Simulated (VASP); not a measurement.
Output of a VASP run:

OSZICAR:
```
       N       E                     dE             d eps       ncg     rms          rms(c)
DAV:   1     0.599980387961E+03    0.59998E+03   -0.29938E+04   424   0.108E+03
DAV:   2     0.284804041686E+02   -0.57150E+03   -0.55862E+03   513   0.265E+02
DAV:   3    -0.293938738713E+02   -0.57874E+02   -0.57627E+02   469   0.103E+02
DAV:   4    -0.309617379345E+02   -0.15679E+01   -0.15641E+01   488   0.213E+01
DAV:   5    -0.310109136532E+02   -0.49176E-01   -0.49138E-01   568   0.321E+00    0.758E+00
DAV:   6    -0.296685577824E+02    0.13424E+01   -0.24441E+00   528   0.924E+00    0.502E+00
DAV:   7    -0.295910585437E+02    0.77499E-01   -0.11835E+00   496   0.419E+00    0.231E+00
DAV:   8    -0.295971460235E+02   -0.60875E-02   -0.10291E-01   480   0.165E+00    0.604E-01
DAV:   9    -0.295992320389E+02   -0.20860E-02   -0.99248E-03   480   0.563E-01    0.126E-01
DAV:  10    -0.296000010973E+02   -0.76906E-03   -0.17098E-03   504   0.164E-01    0.956E-02
DAV:  11    -0.296003283533E+02   -0.32726E-03   -0.37306E-04   472   0.847E-02    0.180E-02
DAV:  12    -0.296003498639E+02   -0.21511E-04   -0.34022E-05   480   0.265E-02    0.124E-02
DAV:  13    -0.296003552922E+02   -0.54283E-05   -0.27871E-05   472   0.172E-02    0.731E-03
DAV:  14    -0.296003541415E+02    0.11507E-05   -0.46452E-06   472   0.836E-03    0.137E-03
DAV:  15    -0.296003541901E+02   -0.48624E-07   -0.32542E-07   280   0.263E-03
   1 F= -.29600354E+02 E0= -.29600354E+02  d E =-.163478E-24
```

**OUTCAR**
```
------------------------ aborting loop because EDIFF is reached ----------------------------------------
  FORCE on cell =-STRESS in cart. coord.  units (eV):
  Direction    XX          YY          ZZ          XY          YZ          ZX
  --------------------------------------------------------------------------------------
  Total        0.6273043      0.6273043      0.6273043      0.0000000     -0.0000000     -0.0000000
  in kB        2.6981138      2.6981138      2.6981138      0.0000000     -0.0000000     -0.0000000
  external PRESSURE =       2.6981138 kB  Pullay stress =       0.0000000 kB
  volume of cell :      372.50
      direct lattice vectors                 reciprocal lattice vectors
     0.000000000  5.710834000  5.710834000    -0.087552886  0.087552886  0.087552886
     5.710834000  0.000000000  5.710834000     0.087552886 -0.087552886  0.087552886
     5.710834000  5.710834000  0.000000000     0.087552886  0.087552886 -0.087552886
 POSITION                                       TOTAL-FORCE (eV/Angst)
 -----------------------------------------------------------------------------------
      8.56625      8.56625      8.56625        -0.000000      0.000000     -0.000000
      2.85542      2.85542      2.85542         0.000000      0.000000      0.000000
      5.71083      5.71083      5.71083         0.000000      0.000000      0.000000
      0.00000      0.00000      0.00000         0.000000      0.000000      0.000000
      2.86467      5.71083      5.71083         0.094621      0.000000      0.000000
      8.55700      5.71083      5.71083        -0.094621      0.000000      0.000000
      5.71083      2.86467      5.71083         0.000000      0.094621      0.000000
      5.71083      8.55700      5.71083         0.000000     -0.094621      0.000000
      5.71083      5.71083      2.86467         0.000000      0.000000      0.094621
      5.71083      5.71083      8.55700         0.000000      0.000000     -0.094621
 -----------------------------------------------------------------------------------
    total drift:                               -0.000000     -0.000000     -0.000000
  FREE ENERGIE OF THE ION-ELECTRON SYSTEM (eV)
  ---------------------------------------------------
  free  energy   TOTEN  =       -29.6003541901 eV

  energy  without entropy=      -29.6003541901  energy(sigma->0) =      -29.60035419
```
(Selected blocks of OUTCAR.)

### POSCAR
```
Cs2AgBiBr6
1
    0.0000000000     5.7108340000     5.7108340000
    5.7108340000     0.0000000000     5.7108340000
    5.7108340000     5.7108340000     0.0000000000
Cs Ag Bi Br
2 1 1 6
Direct
  0.7500000000   0.7500000000   0.7500000000
  0.2500000000   0.2500000000   0.2500000000
  0.5000000000   0.5000000000   0.5000000000
  0.0000000000   0.0000000000   0.0000000000
  0.7491900000   0.2508100000   0.2508100000
  0.2508100000   0.7491900000   0.7491900000
  0.2508100000   0.7491900000   0.2508100000
  0.7491900000   0.2508100000   0.7491900000
  0.2508100000   0.2508100000   0.7491900000
  0.7491900000   0.7491900000   0.2508100000
```

Task: Write an INCAR and KPOINTS that could have produced this output.

Result: This is not unique; one that fits is the input of the run itself, PBE GGA, plane waves, VASP's PBE PAW potentials (set 64).

**INCAR**
```
ALGO  =  Normal
EDIFF  =  1E-6
ENCUT  =  345
GGA  =  PE
ISIF  =  2
ISMEAR  =  0
LASPH  =  .TRUE.
LCHARG  =  .FALSE.
LMAXMIX  =  4
LREAL  =  .FALSE.
LWAVE  =  .FALSE.
NELM  =  100
PREC  =  Accurate
SIGMA  =  0.02
SYSTEM  =  Cs2AgBiBr6
```

**KPOINTS**
```
Automatic mesh
0
Gamma
3 3 3
0 0 0
```

POTCAR, in this order: Cs_sv Ag Bi_d Br (PBE.64 set). Program: vasp_std.

At this cut-off the stress carries a Pulay error, which pulls relaxed volumes low.

The structure comes from a computed database's Cs2AgBiBr6 entry; how it stands against other phases isn't given here. The cell was not relaxed at this level. The run is one of a series of settings (ENCUT = 345 against the base run), some of them coarse on purpose.
